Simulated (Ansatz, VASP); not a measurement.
# One calculation of NbTe, two programs

```
Te Nb
1.0
     3.77560    0.00000    0.00000
    -1.88780    3.26977    0.00000
     0.00000    0.00000    3.76666
Te Nb
1 1
Direct
  0.66667 0.33333 0.00000
  0.00000 0.00000 0.50000
```

The cell comes from a database or a generator and needn't be the stable form of this composition.

Alike in both runs: task single point; functional PBEsol; k mesh 8 × 8 × 7; occupations fermi-dirac, width 0.05 eV; no spin polarisation.

```csv
,VASP,Ansatz
version,VASP 6.6.1,Ansatz 0.2.0
potentials or method,"VASP PAW PBE potentials, release 64 (Te, Nb_sv)",Ansatz PAW
plane-wave cutoff (eV),520,420
valence electrons in the cell,19,29
```

```csv
,VASP,Ansatz,Ansatz less VASP
gap on the k mesh at the Fermi level (eV),none,none,-
pressure (GPa),-10.9,-10.8,+0.07
largest component of the traceless stress (GPa),1.14,1.12,-0.014
```

A gap of «none» marks a metal or a gap that the smearing closes. The functional is the same, so the differences come from potentials, cutoffs and numerics. The two sets of potentials don't hold the same shells in valence.

Caveats: the PAW data sets were made with another functional, which shifts forces and pressure a little (VASP); the PAW data sets come from PBE, with cores solved anew for the run's functional, which leaves a small shift of forces and pressure (Ansatz). The runs have no spin-orbit coupling, so splittings on Te are missing.
